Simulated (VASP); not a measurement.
Here is the system:

```
BiP
1.0
    4.27677     0.00000     0.00000
   -2.13839     3.70379     0.00000
    0.00000     0.00000     5.96077
Bi P
2 2
Direct
  0.00000   0.00000   0.00000
  0.00000   0.00000   0.50000
  0.33333   0.66667   0.25000
  0.66667   0.33333   0.75000
```

Level of theory: PBE GGA, VASP's PBE PAW potentials (set 64) (plane waves; VASP). Run with 300 eV cut-off, 6×6×4 Γ-centred mesh, Gaussian smearing of 0.10 eV, potentials Bi_d P.

At this cut-off the stress carries a Pulay error, which pulls relaxed volumes low.

Task: Give the stress tensor in GPa (positive for a compressed cell).

Result: 
```
 3.35   0.00   0.00
 0.00   3.35   0.00
 0.00   0.00  25.33
```
The pressure is its mean diagonal, 10.68 GPa.

The structure was generated: BiP was put into an ordered model structure, which need not be its known phase. The cell was not relaxed at this level.
